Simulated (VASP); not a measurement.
OSZICAR of a VASP run on TaN (relaxed from the rock salt structure, space group Fm-3m):

OSZICAR:
```
       N       E                     dE             d eps       ncg     rms          rms(c)
DAV:   1     0.986418067113E+02    0.98642E+02   -0.90985E+03  3480   0.139E+03
DAV:   2    -0.219948496662E+02   -0.12064E+03   -0.11495E+03  4104   0.348E+02
DAV:   3    -0.259516477890E+02   -0.39568E+01   -0.38646E+01  4364   0.607E+01
DAV:   4    -0.260008270144E+02   -0.49179E-01   -0.49067E-01  3948   0.624E+00
DAV:   5    -0.260013624649E+02   -0.53545E-03   -0.54032E-03  4340   0.527E-01    0.256E+01
DAV:   6    -0.233423947190E+02    0.26590E+01   -0.10808E+01  4088   0.315E+01    0.110E+01
DAV:   7    -0.232490629236E+02    0.93332E-01   -0.41066E-01  3788   0.604E+00    0.720E+00
DAV:   8    -0.232159817683E+02    0.33081E-01   -0.12684E-01  4268   0.350E+00    0.105E+00
DAV:   9    -0.232127484130E+02    0.32334E-02   -0.17928E-02  4004   0.111E+00    0.357E-01
DAV:  10    -0.232124041587E+02    0.34425E-03   -0.15572E-03  4060   0.414E-01    0.940E-02
DAV:  11    -0.232124137334E+02   -0.95747E-05   -0.17621E-04  4056   0.121E-01    0.118E-02
DAV:  12    -0.232124147748E+02   -0.10414E-05   -0.47694E-06  3772   0.236E-02    0.436E-03
DAV:  13    -0.232124141622E+02    0.61259E-06   -0.63359E-08  2816   0.252E-03    0.233E-03
DAV:  14    -0.232124144324E+02   -0.27023E-06   -0.12823E-08  1892   0.146E-03    0.473E-04
DAV:  15    -0.232124142325E+02    0.19990E-06   -0.18513E-09  1832   0.518E-04    0.183E-04
DAV:  16    -0.232124141898E+02    0.42706E-07   -0.66081E-10  1824   0.251E-04
   1 F= -.23212414E+02 E0= -.23212414E+02  d E =0.000000E+00
```

Task: Which electronic solver shows in the log?

Result: It is blocked Davidson (ALGO = Normal, or the opening steps of other solvers). The INCAR had ALGO = Normal.

Task: Can the final energy be trusted as converged?

Result: The run converged. It stopped with EDIFF = 1E-7, NELM = 100 (PBEsol GGA, plane waves, VASP's PBE PAW potentials (set 64)).

The structure was generated: TaN was put into the rock salt type (Fm-3m), which need not be its known phase. It was relaxed first, which changed the volume by -40 %.
